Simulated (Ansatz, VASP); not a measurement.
**SnPt3: VASP beside Ansatz**

```xyz
4
Lattice="4.0000 0.0000 0.0000 0.0000 4.0000 0.0000 0.0000 0.0000 4.0000" Properties=species:S:1:pos:R:3 pbc="T T T"
Sn    0.0000    0.0000    0.0000
Pt    0.0000    2.0000    2.0000
Pt    2.0000    0.0000    2.0000
Pt    2.0000    2.0000    0.0000
```

Alike in both runs: task electric field gradients; functional LDA; k mesh 8 × 8 × 8; occupations fermi-dirac, width 0.05 eV; no spin polarisation.

|  | VASP | Ansatz |
| --- | --- | --- |
| version | VASP 6.6.1 | Ansatz 0.2.0 |
| potentials or method | VASP PAW LDA potentials, release 64 (Sn_d, Pt), cutoff 520 eV | all-electron PAW with datasets made for the crystal, scalar-relativistic |

|  | VASP | Ansatz | Ansatz less VASP |
| --- | --- | --- | --- |
| pressure (GPa) | -2.9 | -3.6 | -0.71 |
| Vzz of the field gradient on the site that differs most (V/Å²) | -145.3 | -161.3 | -15.94 |

Ansatz ran all-electron here, so the differences hold the error of VASP's frozen core and of both bases. Ansatz warned: «gradients_without_spin_orbit».

The runs have no spin-orbit coupling, so splittings on Pt are missing.
